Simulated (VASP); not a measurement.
The system is PbS (Galena).

```xyz
2
Lattice="0.0000 2.9657 2.9657 2.9657 0.0000 2.9657 2.9657 2.9657 0.0000" Properties=species:S:1:pos:R:3 pbc="T T T"
Pb    0.0000    0.0000    0.0000
S     2.9657    2.9657    2.9657
```

Base run:

- Program: VASP 6.6.1
- Functional: HSE06
- Potentials or basis: VASP PAW PBE potentials, release 64 (Pb_d, S)
- Cutoff: 520 eV
- k mesh: 6 × 6 × 6
- Occupations: gaussian, width 0.02 eV
- Spin: no spin polarisation

Its results: band gap on the k mesh 0.80 eV, direct; pressure 1.0 GPa.

The run is repeated on the same cell with these changes: functional from HSE06 to PBE-EpsX; further incar settings from ALGO = Normal; EDIFF = 1e-07 to ALGO = Normal; EDIFF = 1e-06; NBANDS = 17. What comes out?

Band gap on the k mesh 0.53 eV, direct; pressure 1.9 GPa.

Caveats: the PAW data sets were made with another functional, which shifts forces and pressure a little; spin-orbit coupling is left out, which as a rule narrows the gap of such compounds by several tenths of an eV.

Not every run made on this cell is shown here.
